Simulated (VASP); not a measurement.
OSZICAR of a VASP run on NaCl (rock salt):

OSZICAR:
```
       N       E                     dE             d eps       ncg     rms          rms(c)
DAV:   1     0.908456835517E+02    0.90846E+02   -0.65953E+03   440   0.108E+03
DAV:   2     0.123169577004E+01   -0.89614E+02   -0.83327E+02   478   0.262E+02
DAV:   3    -0.680020757062E+01   -0.80319E+01   -0.79840E+01   530   0.813E+01
DAV:   4    -0.696892699209E+01   -0.16872E+00   -0.16859E+00   491   0.130E+01
DAV:   5    -0.697293487704E+01   -0.40079E-02   -0.40075E-02   595   0.195E+00    0.212E+00
DAV:   6    -0.694221976634E+01    0.30715E-01   -0.49451E-03   509   0.520E-01    0.199E+00
DAV:   7    -0.691624699572E+01    0.25973E-01   -0.37523E-03   515   0.396E-01    0.189E+00
DAV:   8    -0.689433992325E+01    0.21907E-01   -0.30173E-03   503   0.351E-01    0.178E+00
DAV:   9    -0.687582586863E+01    0.18514E-01   -0.25650E-03   500   0.320E-01    0.169E+00
DAV:  10    -0.686015850714E+01    0.15667E-01   -0.21590E-03   503   0.292E-01    0.160E+00
DAV:  11    -0.684688251006E+01    0.13276E-01   -0.18375E-03   497   0.268E-01    0.152E+00
DAV:  12    -0.683562092611E+01    0.11262E-01   -0.15598E-03   497   0.247E-01    0.144E+00
DAV:  13    -0.682605901972E+01    0.95619E-02   -0.13317E-03   494   0.228E-01    0.136E+00
DAV:  14    -0.681793426024E+01    0.81248E-02   -0.11367E-03   497   0.211E-01    0.129E+00
DAV:  15    -0.681102665098E+01    0.69076E-02   -0.97441E-04   494   0.196E-01    0.123E+00
DAV:  16    -0.680515168540E+01    0.58750E-02   -0.83596E-04   497   0.183E-01    0.116E+00
DAV:  17    -0.680015410864E+01    0.49976E-02   -0.71987E-04   497   0.171E-01    0.110E+00
DAV:  18    -0.679590309572E+01    0.42510E-02   -0.62076E-04   497   0.159E-01    0.104E+00
DAV:  19    -0.679228809752E+01    0.36150E-02   -0.53714E-04   497   0.150E-01    0.988E-01
DAV:  20    -0.678921555723E+01    0.30725E-02   -0.46559E-04   497   0.140E-01    0.937E-01
DAV:  21    -0.678660610506E+01    0.26095E-02   -0.40488E-04   497   0.132E-01    0.888E-01
DAV:  22    -0.678439230870E+01    0.22138E-02   -0.35281E-04   497   0.124E-01    0.841E-01
DAV:  23    -0.678251675702E+01    0.18756E-02   -0.30837E-04   497   0.117E-01    0.798E-01
DAV:  24    -0.678093050311E+01    0.15863E-02   -0.27013E-04   497   0.111E-01    0.756E-01
DAV:  25    -0.677959174539E+01    0.13388E-02   -0.23731E-04   497   0.105E-01    0.717E-01
DAV:  26    -0.677846473843E+01    0.11270E-02   -0.20896E-04   497   0.996E-02    0.680E-01
DAV:  27    -0.677751887681E+01    0.94586E-03   -0.18450E-04   497   0.946E-02    0.645E-01
DAV:  28    -0.677672792731E+01    0.79095E-03   -0.16328E-04   491   0.899E-02    0.612E-01
DAV:  29    -0.677606938208E+01    0.65855E-03   -0.14487E-04   497   0.855E-02    0.580E-01
DAV:  30    -0.677552391550E+01    0.54547E-03   -0.12883E-04   491   0.815E-02    0.551E-01
DAV:  31    -0.677507492270E+01    0.44899E-03   -0.11484E-04   491   0.777E-02    0.523E-01
DAV:  32    -0.677470813025E+01    0.36679E-03   -0.10260E-04   491   0.741E-02    0.497E-01
DAV:  33    -0.677441126396E+01    0.29687E-03   -0.91865E-05   488   0.708E-02    0.472E-01
DAV:  34    -0.677417376854E+01    0.23750E-03   -0.82422E-05   482   0.677E-02    0.448E-01
DAV:  35    -0.677398656587E+01    0.18720E-03   -0.74100E-05   482   0.648E-02    0.426E-01
DAV:  36    -0.677384185076E+01    0.14472E-03   -0.66745E-05   470   0.620E-02    0.405E-01
DAV:  37    -0.677373291456E+01    0.10894E-03   -0.60231E-05   482   0.594E-02    0.386E-01
DAV:  38    -0.677365399457E+01    0.78920E-04   -0.54447E-05   461   0.570E-02    0.367E-01
DAV:  39    -0.677360014491E+01    0.53850E-04   -0.49299E-05   473   0.546E-02    0.349E-01
DAV:  40    -0.677356712435E+01    0.33021E-04   -0.44708E-05   458   0.524E-02    0.333E-01
DAV:  41    -0.677355130079E+01    0.15824E-04   -0.40604E-05   470   0.503E-02    0.317E-01
DAV:  42    -0.677354956825E+01    0.17325E-05   -0.36927E-05   458   0.483E-02    0.302E-01
DAV:  43    -0.677355927548E+01   -0.97072E-05   -0.33626E-05   470   0.464E-02    0.288E-01
DAV:  44    -0.677357816389E+01   -0.18888E-04   -0.30657E-05   455   0.446E-02    0.275E-01
DAV:  45    -0.677360431429E+01   -0.26150E-04   -0.27982E-05   467   0.429E-02    0.262E-01
DAV:  46    -0.677363609983E+01   -0.31786E-04   -0.25566E-05   461   0.413E-02    0.250E-01
DAV:  47    -0.677367214685E+01   -0.36047E-04   -0.23382E-05   461   0.397E-02    0.239E-01
DAV:  48    -0.677371129931E+01   -0.39152E-04   -0.21403E-05   464   0.382E-02    0.228E-01
DAV:  49    -0.677375258879E+01   -0.41289E-04   -0.19608E-05   458   0.367E-02    0.218E-01
DAV:  50    -0.677379520837E+01   -0.42620E-04   -0.17977E-05   452   0.353E-02    0.208E-01
DAV:  51    -0.677383848952E+01   -0.43281E-04   -0.16493E-05   467   0.340E-02    0.199E-01
DAV:  52    -0.677388188290E+01   -0.43393E-04   -0.15141E-05   452   0.327E-02    0.190E-01
DAV:  53    -0.677392494077E+01   -0.43058E-04   -0.13908E-05   464   0.315E-02    0.182E-01
DAV:  54    -0.677396730259E+01   -0.42362E-04   -0.12782E-05   449   0.303E-02    0.174E-01
DAV:  55    -0.677400868182E+01   -0.41379E-04   -0.11753E-05   458   0.292E-02    0.166E-01
DAV:  56    -0.677404885490E+01   -0.40173E-04   -0.10811E-05   461   0.281E-02    0.159E-01
DAV:  57    -0.677408765165E+01   -0.38797E-04   -0.99491E-06   452   0.271E-02    0.152E-01
DAV:  58    -0.677412494691E+01   -0.37295E-04   -0.91588E-06   452   0.261E-02    0.146E-01
DAV:  59    -0.677416065323E+01   -0.35706E-04   -0.84340E-06   455   0.251E-02    0.139E-01
DAV:  60    -0.677419471512E+01   -0.34062E-04   -0.77687E-06   446   0.242E-02    0.133E-01
DAV:  61    -0.677422710281E+01   -0.32388E-04   -0.71576E-06   458   0.233E-02    0.128E-01
DAV:  62    -0.677425780864E+01   -0.30706E-04   -0.65961E-06   449   0.224E-02    0.122E-01
DAV:  63    -0.677428684247E+01   -0.29034E-04   -0.60798E-06   452   0.216E-02    0.117E-01
DAV:  64    -0.677431422845E+01   -0.27386E-04   -0.56048E-06   449   0.208E-02    0.112E-01
DAV:  65    -0.677434000241E+01   -0.25774E-04   -0.51677E-06   449   0.200E-02    0.108E-01
DAV:  66    -0.677436420884E+01   -0.24206E-04   -0.47652E-06   452   0.192E-02    0.103E-01
DAV:  67    -0.677438689937E+01   -0.22691E-04   -0.43946E-06   446   0.185E-02    0.989E-02
DAV:  68    -0.677440813075E+01   -0.21231E-04   -0.40531E-06   449   0.178E-02    0.948E-02
DAV:  69    -0.677442796329E+01   -0.19833E-04   -0.37385E-06   452   0.172E-02    0.909E-02
DAV:  70    -0.677444645950E+01   -0.18496E-04   -0.34484E-06   446   0.165E-02    0.871E-02
DAV:  71    -0.677446368377E+01   -0.17224E-04   -0.31810E-06   446   0.159E-02    0.835E-02
DAV:  72    -0.677447970042E+01   -0.16017E-04   -0.29343E-06   452   0.153E-02    0.801E-02
DAV:  73    -0.677449457394E+01   -0.14874E-04   -0.27069E-06   446   0.147E-02    0.768E-02
DAV:  74    -0.677450836796E+01   -0.13794E-04   -0.24971E-06   446   0.142E-02    0.737E-02
DAV:  75    -0.677452114459E+01   -0.12777E-04   -0.23035E-06   452   0.136E-02    0.707E-02
DAV:  76    -0.677453296474E+01   -0.11820E-04   -0.21250E-06   446   0.131E-02    0.678E-02
DAV:  77    -0.677454388707E+01   -0.10922E-04   -0.19602E-06   446   0.126E-02    0.650E-02
DAV:  78    -0.677455396830E+01   -0.10081E-04   -0.18081E-06   449   0.122E-02    0.624E-02
DAV:  79    -0.677456326293E+01   -0.92946E-05   -0.16678E-06   446   0.117E-02    0.599E-02
DAV:  80    -0.677457182311E+01   -0.85602E-05   -0.15383E-06   446   0.113E-02    0.574E-02
DAV:  81    -0.677457969825E+01   -0.78751E-05   -0.14188E-06   446   0.108E-02    0.551E-02
DAV:  82    -0.677458693586E+01   -0.72376E-05   -0.13086E-06   449   0.104E-02    0.529E-02
DAV:  83    -0.677459358039E+01   -0.66445E-05   -0.12068E-06   446   0.100E-02    0.508E-02
DAV:  84    -0.677459967417E+01   -0.60938E-05   -0.11129E-06   446   0.965E-03    0.487E-02
DAV:  85    -0.677460525721E+01   -0.55830E-05   -0.10262E-06   446   0.928E-03    0.467E-02
DAV:  86    -0.677461036710E+01   -0.51099E-05   -0.94617E-07   443   0.893E-03    0.449E-02
DAV:  87    -0.677461503900E+01   -0.46719E-05   -0.87235E-07   440   0.859E-03    0.431E-02
DAV:  88    -0.677461930614E+01   -0.42671E-05   -0.80423E-07   440   0.826E-03    0.413E-02
DAV:  89    -0.677462319949E+01   -0.38933E-05   -0.74138E-07   440   0.795E-03    0.397E-02
DAV:  90    -0.677462674711E+01   -0.35476E-05   -0.67464E-07   424   0.765E-03    0.381E-02
DAV:  91    -0.677462997568E+01   -0.32286E-05   -0.65224E-07   432   0.732E-03    0.366E-02
DAV:  92    -0.677463291237E+01   -0.29367E-05   -0.57805E-07   413   0.704E-03    0.351E-02
DAV:  93    -0.677463557862E+01   -0.26662E-05   -0.56423E-07   416   0.673E-03    0.337E-02
DAV:  94    -0.677463799978E+01   -0.24212E-05   -0.49497E-07   405   0.645E-03    0.323E-02
DAV:  95    -0.677464019370E+01   -0.21939E-05   -0.46197E-07   397   0.617E-03    0.310E-02
DAV:  96    -0.677464218020E+01   -0.19865E-05   -0.43132E-07   405   0.589E-03    0.298E-02
DAV:  97    -0.677464397692E+01   -0.17967E-05   -0.38431E-07   400   0.567E-03    0.286E-02
DAV:  98    -0.677464559803E+01   -0.16211E-05   -0.35737E-07   381   0.544E-03    0.275E-02
DAV:  99    -0.677464705979E+01   -0.14618E-05   -0.34212E-07   389   0.519E-03    0.264E-02
DAV: 100    -0.677464837645E+01   -0.13167E-05   -0.29712E-07   367   0.499E-03
   1 F= -.67746484E+01 E0= -.67746484E+01  d E =-.281060E-16
```

### Question
Which electronic solver shows in the log?

### Answer
It is blocked Davidson (ALGO = Normal, or the opening steps of other solvers). The INCAR had ALGO = Normal.

### Question
Can the final energy be trusted as converged?

### Answer
The run did not converge; its last values are not results. It stopped with EDIFF = 1E-6, NELM = 100 (PBE GGA, plane waves, VASP's PBE PAW potentials (set 64)).

The compound is NaCl in the rock salt structure. The cell was not relaxed at this level. The run is one of a series of settings (AMIX = 0.1, BMIX = 3.0, IMIX = 1 against the base run), some of them coarse on purpose.
